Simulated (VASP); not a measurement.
VASP input:

INCAR:
```
# general
SYSTEM  =  BN
PREC    =  Accurate
ENCUT   =  520
LREAL   =  .False.   # projection in real space or not
LASPH   =  .True.   # aspherical one-centre terms

# electronic loop
EDIFF   =  1E-7
NELM    =  100   # most electronic steps
ALGO    =  Normal   # blocked Davidson

# smearing
ISMEAR  =  0   # Gaussian
SIGMA   =  0.05   # width (eV)

# functional
GGA     =  PE   # PBE

# ions
IBRION  =  2   # conjugate gradients
NSW     =  30
ISIF    =  4   # ions and shape, fixed volume
EDIFFG  =  -0.01

# output
LWAVE   =  .False.
LCHARG  =  .False.
```

**KPOINTS**
```
K-points
0
gamma
  10 10 5
```

POSCAR:
```
BN
1
    1.2902125184    -2.2347138582     0.0000000000
    1.2902125184     2.2347138582     0.0000000000
    0.0000000000     0.0000000000     4.2672667063
B N
2 2
Direct
  0.6666670000   0.3333330000   0.5002373476
  0.3333330000   0.6666670000   0.0002373476
  0.6666670000   0.3333330000   0.8747626524
  0.3333330000   0.6666670000   0.3747626524
```

POTCAR, in this order: B N (PBE.64 set). Program: vasp_std.

**Question.** Write an equivalent input for Quantum ESPRESSO's pw.x.

**Answer.** One equivalent input (not run):
```
&CONTROL
  calculation = 'vc-relax'
  pseudo_dir = './pseudo'
  outdir = './out'
  tprnfor = .true.
  tstress = .true.
  nstep = 30
  forc_conv_thr = 0.00039
/
&SYSTEM
  ibrav = 0
  nat = 4
  ntyp = 2
  ecutwfc = 84
  occupations = 'smearing'
  smearing = 'gaussian'
  degauss = 0.003675
  input_dft = 'pbe'
/
&ELECTRONS
  conv_thr = 7.3e-09
  electron_maxstep = 100
/
&IONS
/
&CELL
  cell_dofree = 'shape'
/
ATOMIC_SPECIES
  B 10.810 B.upf
  N 14.007 N.upf
CELL_PARAMETERS angstrom
     1.2902125   -2.2347139    0.0000000
     1.2902125    2.2347139    0.0000000
     0.0000000    0.0000000    4.2672667
ATOMIC_POSITIONS crystal
  B    0.6666670  0.3333330  0.5002373
  B    0.3333330  0.6666670  0.0002373
  N    0.6666670  0.3333330  0.8747627
  N    0.3333330  0.6666670  0.3747627
K_POINTS automatic
  10 10 5 0 0 0
```
What does not carry over: the potentials are each code's own (VASP's PAW set, PseudoDojo norm-conserving files in pw.x), so ENCUT and ecutwfc are chosen apart and not converted; conv_thr bounds pw.x's estimated SCF error, while EDIFF bounds the energy change between steps; forc_conv_thr acts on force components and is met together with etot_conv_thr.

The compound is BN in the wurtzite structure, a metastable high-pressure form. This cell is one point of a volume scan, at 1.03 of the reference volume. Symmetry was kept, so distortions that lower it aren't found.
